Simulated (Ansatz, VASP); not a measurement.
## Cross-check of TiO2 (Rutile) between VASP and Ansatz

Wanted: the spread between two codes on one cell, functional and k mesh. The two relaxations start from unlike cells of this crystal (the structure described is Ansatz's start), so only their ends are compared.

Main program and level: Ansatz 0.2.0; plane waves, with VASP 6.6.1 beside it; relaxation of cell and atoms at PBE.

## 1. The starting structure

Symmetry: P4_2/mnm, No. 136, tetragonal system. Conventional cell: a = 4.549 Å, b = 4.549 Å, c = 2.917 Å, α = 90.00°, β = 90.00°, γ = 90.00°. Nearest to Ti lie 6 O at 1.93 to 1.96 Å. Nearest to O lie 3 Ti at 1.93 to 1.96 Å. Farther neighbours and most contacts between anions are not listed.

As a file:

```xyz
6
Lattice="4.5489 0.0000 0.0000 0.0000 4.5489 0.0000 0.0000 0.0000 2.9175" Properties=species:S:1:pos:R:3 pbc="T T T"
Ti    0.0000    0.0000    0.0000
Ti    2.2745    2.2745    1.4587
O     1.3826    1.3826    0.0000
O     0.8918    3.6571    1.4587
O     3.1663    3.1663    0.0000
O     3.6571    0.8918    1.4587
```

## 2. VASP: relaxation of cell and atoms, PBE

The relaxed volume is the usual yardstick between codes: in a stiff, nearly cubic crystal its relative difference is about their pressure difference at one cell divided by the bulk modulus.

Lines of VASP's logs that name or quote its potential files are left out, and so is its time.

File INCAR:

```
SYSTEM = TiO2
PREC = Accurate
ENCUT = 600
EDIFF = 1E-07
NELM = 120
ISMEAR = 0
SIGMA = 0.01
LREAL = .FALSE.
ALGO = Normal
GGA = PE
NBANDS = 30
LASPH = .TRUE.
LORBIT = 11
LWAVE = .FALSE.
LCHARG = .FALSE.
ISIF = 3
IBRION = 2
NSW = 80
EDIFFG = -0.005
GGA_COMPAT = .FALSE.
NELMIN = 4
EFERMI = MIDGAP
KPAR = 2
```

File POSCAR:

```
TiO2
1.0
    4.6454399808      0.0000000000      0.0000000000
    0.0000000000      4.6454399808      0.0000000000
    0.0000000000      0.0000000000      2.9668156365
Ti O
2 4
Direct
    0.0000000000      0.0000000000      0.0000000000
    0.5000000000      0.5000000000      0.5000000000
    0.3049996375      0.3049996375      0.0000000000
    0.1950003625      0.8049996375      0.5000000000
    0.6950003625      0.6950003625      0.0000000000
    0.8049996375      0.1950003625      0.5000000000
```

File KPOINTS:

```
Automatic mesh
0
Gamma
8 8 8
0 0 0
```

Potentials, in the order of the species: Ti_sv and O (PBE family, release 64).

Run with:

```
> mpirun -np 2 vasp_std
```

Numbers of over 12 decimals in the logs are rounded to 6 here.

What it wrote:

```text
[banner, memory and clock lines left out]
running    2 mpi-ranks, on    1 nodes
 distrk:  each k-point on    1 cores,    2 groups
 distr:  one band on    1 cores,    1 groups

 POSCAR found type information on POSCAR TiO
 POSCAR found :  2 types and       6 ions
 LDA part: xc-table for (Slater+PW92), standard interpolation
 POSCAR, INCAR and KPOINTS ok, starting setup
 FFT: planning ... GRIDC
 FFT: planning ... GRID_SOFT
 FFT: planning ... GRID
 WAVECAR not read
 entering main loop
       N       E                     dE             d eps       ncg     rms          rms(c)
DAV:   1     0.708327027033E+03    0.70833E+03   -0.26844E+04  4500   0.207E+03
DAV:   2     0.485294380565E+02   -0.65980E+03   -0.62608E+03  4826   0.586E+02
DAV:   3    -0.660055451666E+02   -0.11453E+03   -0.11240E+03  6658   0.214E+02
DAV:   4    -0.711377600002E+02   -0.51322E+01   -0.51252E+01  6360   0.467E+01
DAV:   5    -0.713426501123E+02   -0.20489E+00   -0.20484E+00  6148   0.758E+00    0.307E+01
DAV:   6    -0.543345521873E+02    0.17008E+02   -0.10536E+02  5538   0.965E+01    0.120E+01
DAV:   7    -0.539680435759E+02    0.36651E+00   -0.16630E+01  5400   0.340E+01    0.806E+00
DAV:   8    -0.537165676205E+02    0.25148E+00   -0.29142E+00  5320   0.165E+01    0.337E+00
DAV:   9    -0.536810377968E+02    0.35530E-01   -0.51920E-01  6726   0.587E+00    0.117E+00
DAV:  10    -0.536871667593E+02   -0.61290E-02   -0.63097E-02  5176   0.222E+00    0.369E-01
DAV:  11    -0.536851192650E+02    0.20475E-02   -0.13784E-02  6084   0.763E-01    0.818E-02
DAV:  12    -0.536851562720E+02   -0.37007E-04   -0.15913E-03  5306   0.373E-01    0.674E-02
DAV:  13    -0.536851007017E+02    0.55570E-04   -0.31065E-04  5488   0.158E-01    0.758E-03
DAV:  14    -0.536851044729E+02   -0.37713E-05   -0.16366E-05  5478   0.311E-02    0.742E-03
DAV:  15    -0.536851036808E+02    0.79215E-06   -0.47755E-06  5618   0.174E-02    0.118E-03
DAV:  16    -0.536851037551E+02   -0.74338E-07   -0.43246E-07  4120   0.674E-03
   1 F= -.53685104E+02 E0= -.53685104E+02  d E =-.536851E+02
 curvature:   0.00 expect dE= 0.000E+00 dE for cont linesearch  0.000E+00
 trial: gam= 0.00000 g(F)=  0.831E-07 g(S)=  0.165E-04 ort = 0.000E+00 (trialstep = 0.100E+01)
 search vector abs. value=  0.166E-04
 bond charge predicted
       N       E                     dE             d eps       ncg     rms          rms(c)
DAV:   1    -0.536852322242E+02   -0.12854E-03   -0.39204E-03  6264   0.654E-01    0.981E-02
DAV:   2    -0.536851213107E+02    0.11091E-03   -0.42323E-04  5076   0.202E-01    0.397E-02
DAV:   3    -0.536851035486E+02    0.17762E-04   -0.17914E-04  5560   0.785E-02    0.156E-02
DAV:   4    -0.536851019586E+02    0.15901E-05   -0.34735E-05  6624   0.408E-02    0.913E-03
DAV:   5    -0.536851033791E+02   -0.14206E-05   -0.22656E-06  5214   0.126E-02    0.524E-03
DAV:   6    -0.536851058517E+02   -0.24726E-05   -0.35245E-06  6930   0.750E-03    0.312E-03
DAV:   7    -0.536851060758E+02   -0.22410E-06   -0.15731E-07  3546   0.272E-03    0.190E-03
DAV:   8    -0.536851062242E+02   -0.14834E-06   -0.80230E-08  2336   0.270E-03    0.270E-04
DAV:   9    -0.536851062369E+02   -0.12687E-07   -0.18504E-08  2316   0.112E-03
   2 F= -.53685106E+02 E0= -.53685106E+02  d E =-.248173E-05
 trial-energy change:   -0.000002  1 .order   -0.000002   -0.000017    0.000012
 step:   0.5723(harm=  0.5723)  dis= 0.00001  next Energy=   -53.685109 (dE=-0.476E-05)
 bond charge predicted
       N       E                     dE             d eps       ncg     rms          rms(c)
DAV:   1    -0.536851324041E+02   -0.26180E-04   -0.71926E-04  6258   0.280E-01    0.420E-02
DAV:   2    -0.536851133455E+02    0.19059E-04   -0.78799E-05  5094   0.875E-02    0.171E-02
DAV:   3    -0.536851098303E+02    0.35152E-05   -0.32894E-05  5554   0.336E-02    0.685E-03
DAV:   4    -0.536851091892E+02    0.64109E-06   -0.64899E-06  6624   0.180E-02    0.388E-03
DAV:   5    -0.536851091370E+02    0.52290E-07   -0.42556E-07  4226   0.547E-03
   3 F= -.53685109E+02 E0= -.53685109E+02  d E =-.538184E-05
 curvature:  -0.29 expect dE=-0.126E-05 dE for cont linesearch -0.371E-06
 trial: gam= 0.00000 g(F)=  0.753E-06 g(S)=  0.365E-05 ort =-0.464E-05 (trialstep = 0.914E+00)
 search vector abs. value=  0.440E-05
 reached required accuracy - stopping structural energy minimisation
```

From OUTCAR (step 2):

```text
ion  position               nearest neighbor table
   1  0.000  0.000  0.000-   4 1.96   6 1.96   4 1.96   6 1.96   5 2.00   3 2.00
   2  0.500  0.500  0.500-   3 1.96   5 1.96   3 1.96   5 1.96   4 2.00   6 2.00
   3  0.305  0.305  0.000-   2 1.96   2 1.96   1 2.00
   4  0.195  0.805  0.500-   1 1.96   1 1.96   2 2.00
   5  0.695  0.695  0.000-   2 1.96   2 1.96   1 2.00
   6  0.805  0.195  0.500-   1 1.96   1 1.96   2 2.00

  LATTYP: Found a simple tetragonal cell.
 ALAT       =     4.6454399808
 C/A-ratio  =     0.6386511609

 Subroutine GETGRP returns: Found 16 space group operations
 (whereof  8 operations were pure point group operations)

The static configuration has the point symmetry D_2h.
 The point group associated with its full space group is D_4h.

 Found     75 irreducible k-points:

   k-points           NKPTS =     75   k-points in BZ     NKDIM =     75   number of bands    NBANDS=     30

   dimension x,y,z NGX =    40 NGY =   40 NGZ =   24
   dimension x,y,z NGXF=    80 NGYF=   80 NGZF=   48

   ENCUT  =  600.0 eV  44.10 Ry    6.64 a.u.   9.28  9.28  5.93*2*pi/ulx,y,z

   NELECT =      48.0000    total number of electrons

 k-points in reciprocal lattice and weights: Automatic mesh
   0.00000000  0.00000000  0.00000000       0.002
   0.12500000  0.00000000  0.00000000       0.008
   0.25000000  0.00000000  0.00000000       0.008
   0.37500000  0.00000000  0.00000000       0.008
   0.50000000  0.00000000  0.00000000       0.004
   0.12500000  0.12500000  0.00000000       0.008
   0.25000000  0.12500000  0.00000000       0.016
   0.37500000  0.12500000  0.00000000       0.016
   0.50000000  0.12500000  0.00000000       0.008
[...]
0.50000000  0.37500000  0.50000000       0.008
   0.50000000  0.50000000  0.50000000       0.002

 average (electrostatic) potential at core
       1 -76.5587       2 -76.5587       3 -69.5472       4 -69.5472       5 -69.5472
       6 -69.5472

 E-fermi :   5.4769

 k-point     1 :       0.0000    0.0000    0.0000
  band No.  band energies     occupation
    ...
     20       2.6701      2.00000
     21       3.8936      2.00000
     22       4.1303      2.00000
     23       4.1303      2.00000
     24       4.5642      2.00000
     25       6.3896      0.00000
     26       6.6716      0.00000
     27       6.9391      0.00000
     28       7.0172      0.00000
     29       7.0172      0.00000
    ...

 k-point     2 :       0.1250    0.0000    0.0000
  band No.  band energies     occupation
    ...
     20       2.6781      2.00000
     21       3.7965      2.00000
     22       3.8433      2.00000
     23       3.9978      2.00000
     24       4.5162      2.00000
     25       6.4763      0.00000
     26       6.7899      0.00000
     27       7.0512      0.00000
     28       7.0759      0.00000
     29       7.1010      0.00000
    ...

 k-point     3 :       0.2500    0.0000    0.0000
  band No.  band energies     occupation
    ...
     20       2.7172      2.00000
     21       3.1673      2.00000
     22       3.5554      2.00000
     23       3.7769      2.00000
     24       4.3462      2.00000
     25       6.6741      0.00000
     26       6.9877      0.00000
     27       7.2267      0.00000
     28       7.2905      0.00000
     29       7.3250      0.00000
    ...

  Total        0.0056504      0.0056504      0.0197550      0.0000000      0.0000000      0.0000000
  in kB        0.1414468      0.1414468      0.4945286      0.0000000      0.0000000      0.0000000
  external PRESSURE =       0.2591407 kB  Pullay stress =       0.0000000 kB

  energy-cutoff  :      600.00
  volume of cell :       64.00
      direct lattice vectors                 reciprocal lattice vectors
     4.644784349 -0.000000000  0.000000000     0.215295248 -0.000000000  0.000000000
     0.000000000  4.644784349  0.000000000     0.000000000  0.215295248  0.000000000
     0.000000000  0.000000000  2.966634462     0.000000000  0.000000000  0.337082311

 POSITION                                       TOTAL-FORCE (eV/Angst)
 -----------------------------------------------------------------------------------
      0.00000      0.00000      0.00000        -0.000000      0.000000      0.000000
      2.32239      2.32239      1.48332        -0.000000      0.000000      0.000000
      1.41664      1.41664      0.00000        -0.001397     -0.001397      0.000000
      0.90575      3.73904      1.48332         0.001397     -0.001397      0.000000
      3.22814      3.22814      0.00000         0.001397      0.001397      0.000000
      3.73904      0.90575      1.48332        -0.001397      0.001397      0.000000
 -----------------------------------------------------------------------------------
    total drift:                                0.000000      0.000000     -0.000000

  FREE ENERGIE OF THE ION-ELECTRON SYSTEM (eV)
  ---------------------------------------------------
  free  energy   TOTEN  =       -53.6851091370 eV

  energy  without entropy=      -53.6851091370  energy(sigma->0) =      -53.68510914

 reached required accuracy - stopping structural energy minimisation

 total charge
# of ion       s       p       d       tot
------------------------------------------
    1        2.216   6.286   1.692  10.194
    2        2.216   6.286   1.692  10.194
    3        1.568   3.491   0.000   5.059
    4        1.568   3.491   0.000   5.059
    5        1.568   3.491   0.000   5.059
    6        1.568   3.491   0.000   5.059
--------------------------------------------------
tot         10.703  26.536   3.385  40.624

[... 3 further parts left out ...]
```

This run has no spin polarisation, so a moment on Ti, if there is one, isn't seen. The gap is read on the k-mesh alone, so it is an upper bound where the band edges lie off the mesh. The run keeps the 16 symmetry operations of its start, so it cannot find a distortion of lower symmetry.

(Continued in part 2 of 2.)

[Lines on the potential files, build, host, timing and source positions are cut from VASP's logs without a mark.]

[Logs are printed without paths, hosts, clocks, repeated set-up lines and the standing remarks that a program may print on its own settings, such as how far it seeks lower states.]

[Hosts, paths, dates, database ids (printed as entryN), source tags and the programs' standing remarks are cut or masked in the printed files.]
